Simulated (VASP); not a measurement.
Crystal: SiB2.

```
Si B
1.0
     3.91532    0.00000    0.00000
     0.00000    3.91532    0.00000
     0.00000    0.00000    3.91532
Si B
2 4
Direct
  0.00000 0.00000 0.00000
  0.50000 0.50000 0.50000
  0.25000 0.25000 0.25000
  0.75000 0.75000 0.25000
  0.75000 0.25000 0.75000
  0.25000 0.75000 0.75000
```

The cell was built by a generator and needn't be a form met in nature.

- Program: VASP 6.6.1
- Task: relaxation of cell and atoms
- Functional: PBE
- Potentials or basis: VASP PAW PBE potentials, release 64 (Si, B)
- Cutoff: 520 eV
- k mesh: 5 × 5 × 5
- Occupations: gaussian, width 0.15 eV
- Spin: no spin polarisation

At the start: pressure 88.7 GPa; volume 10.00 Å³/atom.

Question: Where does the relaxation end?

Answer: Over 3 steps the energy falls by 1017.5 meV/atom and the volume is 15.12 Å³/atom (+51.2 %); space group Pn-3m (No. 224, to 0.05 Å).

The path:
```tsv
step	energy change (eV)	largest force (eV/Å)	pressure (GPa)	volume (Å³)
1	0.0000	0.0000	88.67	60.02
2	-3.9658	0.0000	-16.98	122.10
3	-6.1050	0.0000	-0.15	90.73
```

Final structure:
```
Si B
1.0
     4.49352    0.00000    0.00000
     0.00000    4.49352    0.00000
     0.00000    0.00000    4.49352
Si B
2 4
Direct
  0.00000 0.00000 0.00000
  0.50000 0.50000 0.50000
  0.25000 0.25000 0.25000
  0.75000 0.75000 0.25000
  0.75000 0.25000 0.75000
  0.25000 0.75000 0.75000
```

Caveat: the volume moved by over 15 % at a fixed basis, so the end points are rough.
